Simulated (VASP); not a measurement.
Given:

```
CELL_PARAMETERS angstrom
     -1.59614     1.59614     3.89987
      1.59614    -1.59614     3.89987
      1.59614     1.59614    -3.89987
ATOMIC_POSITIONS crystal
  Si 0.66602 0.66602 0.00000
  Si 0.33398 0.33398 0.00000
  W  0.00000 0.00000 0.00000
```

Calculation: PBE GGA with D3 dispersion (Becke-Johnson damping), VASP's PBE PAW potentials (set 64) (plane waves; VASP). Numerical set-up: 520 eV cut-off, Gaussian smearing of 0.050 eV, potentials Si W_sv.

Unless said otherwise, spin-orbit coupling is left out, though it shifts the bands of the heavy elements here.

Task: Predict the band gap (along the path) with the smallest direct gap where there is one.

Result: 
```json
{
 "band gap (along the path)": "none (metal, semimetal or under 0.01 eV)"
}
```

The compound is WSi2 in the MoSi2 type structure. It was relaxed first.
